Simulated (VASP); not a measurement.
Energy against volume of AuZn (CsCl type). Computed with PBE GGA with D3 dispersion (zero damping), VASP's PBE PAW potentials (set 64) (plane waves; VASP). Numerical set-up: 520 eV cut-off, 12×12×12 Γ-centred mesh, first-order Methfessel-Paxton smearing of 0.10 eV, potentials Zn Au.

```tsv
V (Å³/atom)	E (eV/atom)
15.363	-2.97678
15.838	-2.98247
16.313	-2.97850
16.788	-2.96670
```

Question: Fit these four points and predict the energy of the run at 14.888 Å³/atom.

Answer: A cubic in V^(−2/3), the third-order Birch-Murnaghan form, passes through the four points with V0 = 15.86 Å³/atom and B0 = 107 GPa, and gives -2.9592 eV/atom there. The run gave -2.9593 eV/atom, -0.1 meV/atom from the fit; all five points give B0 = 107 GPa.

The compound is AuZn in the CsCl type structure. It was relaxed first.
